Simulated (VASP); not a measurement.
These are PBEsol GGA, VASP's PBE PAW potentials (set 64) (plane waves; VASP) values and carry that method's errors.

VASP input:

File POSCAR:
```
CuAu
1.0
  2.7182047756   0.0000000000   0.0000000000
  0.0000000000   2.7182047756   0.0000000000
  0.0000000000   0.0000000000   3.5097781537
Cu Au
1 1
Cartesian
  2.7182047756   2.7182047756   3.5097781537
  1.3591023878   1.3591023878   1.7548890769
```

File KPOINTS:
```
Automatic mesh
0
Gamma
13 13 10
0 0 0
```

INCAR:
```
ALGO=Normal
EDIFF=1E-6
EDIFFG=-0.02
ENCUT=500
GGA=PS
IBRION=2
ISIF=3
ISMEAR=1
LASPH=.TRUE.
LCHARG=.FALSE.
LMAXMIX=6
LREAL=.FALSE.
LWAVE=.FALSE.
NELM=100
NSW=40
PREC=Accurate
PSTRESS=200
SIGMA=0.1
SYSTEM=CuAu
```

POTCAR, in this order: Cu Au (PBE.64 set). Program: vasp_std.

What VASP printed:

### OSZICAR
```
       N       E                     dE             d eps       ncg     rms          rms(c)
DAV:   1     0.127751658259E+03    0.12775E+03   -0.11353E+04  5342   0.212E+03
DAV:   2    -0.503516611082E+01   -0.13279E+03   -0.12708E+03  5131   0.338E+02
DAV:   3    -0.939642114482E+01   -0.43613E+01   -0.42933E+01  6343   0.717E+01
DAV:   4    -0.943923132580E+01   -0.42810E-01   -0.42802E-01  5659   0.597E+00
DAV:   5    -0.944051687592E+01   -0.12856E-02   -0.12855E-02  7625   0.114E+00    0.155E+01
DAV:   6    -0.867216823769E+01    0.76835E+00   -0.89114E+00  5130   0.913E+01    0.629E+00
DAV:   7    -0.832931517000E+01    0.34285E+00   -0.38764E+00  6188   0.973E+01    0.751E+00
DAV:   8    -0.821898130470E+01    0.11033E+00   -0.44269E-01  6245   0.195E+01    0.309E+00
DAV:   9    -0.821042722758E+01    0.85541E-02   -0.23440E-02  7854   0.298E+00    0.162E-01
DAV:  10    -0.821016973706E+01    0.25749E-03   -0.24882E-03  7121   0.126E+00    0.657E-02
DAV:  11    -0.821016131099E+01    0.84261E-05   -0.13210E-04  7812   0.316E-01    0.474E-02
DAV:  12    -0.821015708847E+01    0.42225E-05   -0.39817E-06  5955   0.358E-02    0.207E-03
DAV:  13    -0.821015705186E+01    0.36608E-07   -0.25991E-07  3227   0.189E-02
   1 F= -.49730026E+01 E0= -.49726889E+01  d E =-.497300E+01
```

**OUTCAR**
```
------------------------ aborting loop because EDIFF is reached ----------------------------------------
  FORCE on cell =-STRESS in cart. coord.  units (eV):
  Direction    XX          YY          ZZ          XY          YZ          ZX
  --------------------------------------------------------------------------------------
  Total        3.2267440      3.2267440      3.2211985      0.0000000      0.0000000      0.0000000
  in kB      199.3568158    199.3568158    199.0141972      0.0000000      0.0000000      0.0000000
  external PRESSURE =      -0.7573904 kB  Pullay stress =     200.0000000 kB
  volume of cell :       25.93
      direct lattice vectors                 reciprocal lattice vectors
     2.718204776  0.000000000  0.000000000     0.367889869  0.000000000  0.000000000
     0.000000000  2.718204776  0.000000000     0.000000000  0.367889869  0.000000000
     0.000000000  0.000000000  3.509778154     0.000000000  0.000000000  0.284918293
 POSITION                                       TOTAL-FORCE (eV/Angst)
 -----------------------------------------------------------------------------------
      0.00000      0.00000      0.00000         0.000000      0.000000      0.000000
      1.35910      1.35910      1.75489         0.000000      0.000000      0.000000
 -----------------------------------------------------------------------------------
    total drift:                                0.000000      0.000000      0.000000
  FREE ENERGIE OF THE ION-ELECTRON SYSTEM (eV)
  ---------------------------------------------------
  free  energy   TOTEN  =        -8.2101570519 eV

  energy  without entropy=       -8.2092160148  energy(sigma->0) =       -8.20984337
  enthalpy is  TOTEN    =        -4.9730025931 eV   P V=        3.2371544587

 reached required accuracy - stopping structural energy minimisation
```
(Selected blocks of OUTCAR.)

The compound is CuAu in the L1_0 structure. It was relaxed first under an external pressure of 20 GPa.
